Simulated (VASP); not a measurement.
Zr (hcp) is relaxed at rising pressure, each step from the one before. Symmetry mostly holds the structure type, and other phases were not tried. The mesh follows the cell, and a change of mesh leaves a small step in the series.

Given:

Zr has the hexagonal space group P6₃/mmc (No. 194), the hcp (Mg type) structure, Pearson symbol hP2. Conventional cell: a = b = 3.181 Å, c = 5.129 Å, α = β = 90.00°, γ = 120.00°. Zr on 2c is surrounded by 12 Zr at 3.155–3.181 Å (anticuboctahedral). (Neighbours: up to the widest gap in distance over summed covalent radii, below 1.35, at either atom.)

Computed with PBEsol GGA, VASP's PBE PAW potentials (set 64) (plane waves; VASP). Run with 500 eV cut-off, 13×13×7 Γ-centred mesh, first-order Methfessel-Paxton smearing of 0.10 eV, potentials Zr_sv.

| P (GPa) | V (Å³/atom) | H − H(0) (eV/atom) | space group | gap on the mesh (eV) | k-mesh |
|---|---|---|---|---|---|
| 0 | 22.48 | 0.000 | P6_3/mmc | 0.00 | 13×13×7 |
| 5 | 21.45 | 0.685 | P6_3/mmc | 0.00 | 13×13×7 |
| 10 | 20.57 | 1.340 | P6_3/mmc | 0.00 | 14×14×7 |
| 20 | ? | ? | P6_3/mmc | 0.00 | 14×14×8 |
| 30 | ? | ? | P6_3/mmc | 0.00 | 14×14×8 |
| 45 | 16.67 | 5.354 | P6_3/mmc | 0.00 | 15×15×8 |

### Question
Complete the blanks.

### Answer

- 30, V (Å³/atom): 17.97
- 30, H − H(0) (eV/atom): 3.733
- 20, V (Å³/atom): 19.13
- 20, H − H(0) (eV/atom): 2.575

Pressures at which the relaxation failed are left out.

The compound is Zr in the hcp structure.
